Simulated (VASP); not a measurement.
```yaml
crystal:
  lattice:
    - [4.02128, -2.19293, -0.00189]
    - [4.02128, 2.19293, -0.00189]
    - [2.82710, 0.00000, 3.60376]
  atoms:
    - { symbol: Sb, position: [0.23296, 0.23296, 0.23296] }
    - { symbol: Sb, position: [0.76704, 0.76704, 0.76704] }
```

Computed with PBE GGA, VASP's PBE PAW potentials (set 64) (plane waves; VASP 6.6.1). Run with 480 eV cut-off, 8×8×8 Γ-centred mesh, Gaussian smearing of 0.050 eV, potentials Sb.

Each relaxation starts from this cell; other phases were not tried.

Task: The cell is relaxed at 2 GPa. What happens?

Result: The volume per atom goes from 31.79 to 30.20 Å³ (-5.0 %), and the cell becomes a = b = 4.341 Å, c = 11.103 Å, α = β = 90.00°, γ = 120.00°, space group R-3m.

Task: The cell is relaxed at 10 GPa. What happens?

Result: The volume per atom goes from 31.79 to 26.64 Å³ (-16.2 %), and the cell becomes a = b = 4.2066 Å, c = 10.4314 Å, α = β = 90.00°, γ = 120.00°, space group R-3m.

Failed runs are left out, and for metals the shear rows, which the mesh's noise covers.

The compound is Sb in the a7 structure.
